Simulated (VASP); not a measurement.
Input:

```
CELL_PARAMETERS angstrom
      0.00000     2.72500     2.72500
      2.72500     0.00000     2.72500
      2.72500     2.72500     0.00000
ATOMIC_POSITIONS crystal
  Ga 0.00000 0.00000 0.00000
  P  0.25000 0.25000 0.25000
```

Level of theory: PBE GGA, VASP's PBE PAW potentials (set 64) (plane waves; VASP). Numerical set-up: 400 eV cut-off, KSPACING 0.16 per Å, Gaussian smearing of 0.050 eV, potentials Ga_d P.

Question: Predict the energy per atom (σ→0), pressure.

Answer: 
| Item | Value |
|---|---|
| energy per atom (σ→0) | -439.8 kJ/mol-atom |
| pressure | 2.27 GPa |

Total energies compare only between runs with the same potentials, cut-off and functional.

The compound is GaP in the zinc blende structure. The cell was not relaxed at this level. The run is one of a series of settings (KGAMMA = .TRUE., KSPACING = 0.16, KPOINTS file removed against the base run), some of them coarse on purpose.
